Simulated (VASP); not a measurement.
OSZICAR of a VASP run on Hf (hcp):

File OSZICAR:
```
       N       E                     dE             d eps       ncg     rms          rms(c)
DAV:   1     0.483044293961E+02    0.48304E+02   -0.11635E+04  2136   0.135E+03
DAV:   2    -0.175998150597E+02   -0.65904E+02   -0.64717E+02  2626   0.268E+02
DAV:   3    -0.196872257628E+02   -0.20874E+01   -0.20525E+01  2896   0.311E+01
DAV:   4    -0.197051410744E+02   -0.17915E-01   -0.17912E-01  2452   0.365E+00
DAV:   5    -0.197054708790E+02   -0.32980E-03   -0.32978E-03  2928   0.384E-01    0.638E+01
DAV:   6    -0.191994282837E+02    0.50604E+00   -0.51661E-01  2308   0.562E+00    0.380E+01
DAV:   7    -0.190245686804E+02    0.17486E+00   -0.90790E-01  2298   0.712E+00    0.197E+00
DAV:   8    -0.190136753927E+02    0.10893E-01   -0.61726E-02  2356   0.188E+00    0.460E-01
DAV:   9    -0.190138093136E+02   -0.13392E-03   -0.12942E-03  2980   0.298E-01    0.225E-01
DAV:  10    -0.190137882729E+02    0.21041E-04   -0.45916E-05  2568   0.545E-02    0.192E-01
DAV:  11    -0.190137967881E+02   -0.85152E-05   -0.69139E-06  2806   0.280E-02    0.105E-02
DAV:  12    -0.190137968063E+02   -0.18284E-07   -0.70245E-07  1700   0.673E-03
   1 F= -.19013797E+02 E0= -.19013803E+02  d E =-.190138E+02
```

Task: Which electronic solver shows in the log?

Result: It is blocked Davidson (ALGO = Normal, or the opening steps of other solvers). The INCAR had ALGO = Normal.

Task: Can the final energy be trusted as converged?

Result: The run converged. It stopped with EDIFF = 1E-6, NELM = 100, NSW = 60 and EDIFFG = -0.01 after 1 ionic step (RPBE GGA, plane waves, VASP's PBE PAW potentials (set 64)).

The compound is Hf in the hcp structure. It was relaxed first. The start is the result of an earlier pass.
